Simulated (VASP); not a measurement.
Computed with r2SCAN meta-GGA, VASP's PBE PAW potentials (set 64) (plane waves; VASP).

VASP ran on this input.

### INCAR
```
SYSTEM = CrN
PREC = Accurate
ENCUT = 520
EDIFF = 1E-6
NELM = 100
ALGO = Normal
LREAL = .FALSE.
LASPH = .TRUE.
ISMEAR = 1
SIGMA = 0.1
METAGGA = R2SCAN
LMIXTAU = .TRUE.
LMAXMIX = 4
LWAVE = .FALSE.
LCHARG = .FALSE.
IBRION = 2
ISIF = 3
NSW = 60
EDIFFG = -0.01
```

KPOINTS:
```
Automatic
0
Gamma
  13 13 13
0 0 0
```

### POSCAR
```
CrN
1.0
  2.4840029613   0.0000000000   0.0000000000
  0.0000000000   2.4840029613   0.0000000000
  0.0000000000   0.0000000000   2.4840029613
Cr N
1 1
direct
  0.0000000000   0.0000000000   0.0000000000
  0.5000000000   0.5000000000   0.5000000000
```

POTCAR, in this order: Cr_pv N (PBE.64 set). Program: vasp_std.

Q: What will the output report for the number of irreducible k-points (NKPTS), number of bands (NBANDS), largest plane-wave count, number of space-group operations, FFT grid (NGX, NGY, NGZ)?

A: 
* **number of irreducible k-points (NKPTS)**: 84
* **number of bands (NBANDS)**: 12
* **largest plane-wave count**: 437
* **number of space-group operations**: 48
* **FFT grid (NGX, NGY, NGZ)**: 18 × 18 × 18

The structure was generated: CrN was put into the CsCl type type (Pm-3m), which need not be its known phase. This run relaxes it. Symmetry was kept, so distortions that lower it aren't found. The start is the result of an earlier pass. The run is not spin-polarised, so no magnetic state was tried. The electron count is odd and the run is not spin-polarised, which forces a metal.
